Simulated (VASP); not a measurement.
Computed with PBEsol GGA, VASP's PBE PAW potentials (set 64) (plane waves; VASP).

The input files of a VASP run:

### INCAR
```
! general
SYSTEM  = ZrO2
PREC    = Accurate
ENCUT   = 400
LREAL   = .False.   ! projection in real space or not
LASPH   = .True.   ! aspherical one-centre terms

! electronic loop
EDIFF   = 1E-03   ! SCF stop (eV)
NELM    = 100   ! most electronic steps
ALGO    = Normal
LMAXMIX = 4   ! l cut-off of mixed one-centre charges

! smearing
ISMEAR  = 0
SIGMA   = 0.05   ! width (eV)

! functional
GGA     = PS

! ions
ISIF    = 2   ! forces and stress, cell fixed

! output
LWAVE   = .False.
LCHARG  = .False.
```

**POSCAR**
```
ZrO2
1
    5.2020360000     0.0000000000     0.0000000000
    0.0000000000     4.9965200000     0.0000000000
    0.0000000000     0.0000000000     5.0225530000
Zr O
4 8
Direct
  0.0302700000   0.7335400000   0.7490600000
  0.9697300000   0.2664600000   0.2490600000
  0.4697300000   0.7335400000   0.2490600000
  0.5302700000   0.2664600000   0.7490600000
  0.2298800000   0.4633000000   0.5008400000
  0.7701200000   0.5367000000   0.0008400000
  0.2701200000   0.4633000000   0.0008400000
  0.7298800000   0.5367000000   0.5008400000
  0.3650300000   0.9326400000   0.6061100000
  0.6349700000   0.0673600000   0.1061100000
  0.1349700000   0.9326400000   0.1061100000
  0.8650300000   0.0673600000   0.6061100000
```

File KPOINTS:
```
Automatic mesh
0
Gamma
5 6 5
0 0 0
```

POTCAR, in this order: Zr_sv O (PBE.64 set). Program: vasp_std.

At this cut-off the stress carries a Pulay error, which pulls relaxed volumes low.

### Question
What does the run give for the energy per atom (σ→0), pressure, largest force?

### Answer

```yaml
energy per atom (σ→0): -10004 meV/atom
pressure: 2.67 GPa
largest_force: 0.183 eV/Å
```

### OSZICAR
```
...
DAV:   5    -0.141512249281E+03   -0.17410E+00   -0.17409E+00  5200   0.397E+00    0.588E+01
DAV:   6    -0.120009920772E+03    0.21502E+02   -0.11276E+02  5209   0.493E+01    0.263E+01
DAV:   7    -0.120125078968E+03   -0.11516E+00   -0.85098E+00  5744   0.116E+01    0.136E+01
DAV:   8    -0.120064074676E+03    0.61004E-01   -0.77391E-01  5023   0.439E+00    0.137E+00
DAV:   9    -0.120052826979E+03    0.11248E-01   -0.19405E-01  4920   0.170E+00    0.683E-01
DAV:  10    -0.120051891505E+03    0.93547E-03   -0.29121E-02  4887   0.917E-01    0.269E-01
DAV:  11    -0.120052210593E+03   -0.31909E-03   -0.18243E-03  3072   0.249E-01
   1 F= -.12005221E+03 E0= -.12005221E+03  d E =-.306079E-15
```

The structure comes from a computed database's ZrO2 entry; how it stands against other phases isn't given here. The cell was not relaxed at this level. The run is one of a series of settings (EDIFF = 1E-03 against the base run), some of them coarse on purpose.
